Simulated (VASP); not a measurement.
Data:

```
CELL_PARAMETERS angstrom
      0.00000     1.78159     1.78159
      1.78159     0.00000     1.78159
      1.78159     1.78159     0.00000
ATOMIC_POSITIONS crystal
  C  0.00000 0.00000 0.00000
  C  0.25000 0.25000 0.25000
```

Computed with r2SCAN meta-GGA, VASP's PBE PAW potentials (set 64) (plane waves; VASP 6.6.1). Run with 600 eV cut-off, 12×12×12 Γ-centred mesh, Gaussian smearing of 0.050 eV, potentials C.

Task: The ions, cell shape and volume at an external pressure of 5.0 GPa are relaxed. What does this cell relax into?

Result: 
```
CELL_PARAMETERS angstrom
      0.00000     1.77414     1.77414
      1.77414     0.00000     1.77414
      1.77414     1.77414     0.00000
ATOMIC_POSITIONS crystal
  C  0.00000 0.00000 0.00000
  C  0.25000 0.25000 0.25000
```
Space group Fd-3m (227), at a tolerance of 0.03 Å.

Task: How do energy and volume change from the first to the last step?

Result: The energy (σ→0) changes by +0.9 meV/atom and the volume by -1.2 %, in 3 ionic steps.

| step | E(σ→0) (eV) | max force (eV/Å) | pressure (GPa) | volume (Å³) |
|---|---|---|---|---|
| 1 | -19.6641 | 0.000 | -0.76 | 11.31 |
| 2 | -19.6517 | 0.000 | 13.16 | 10.98 |
| 3 | -19.6623 | 0.000 | 4.99 | 11.17 |

The compound is C in the diamond structure. This run relaxes it under an external pressure of 5 GPa. Symmetry was kept, so distortions that lower it aren't found.
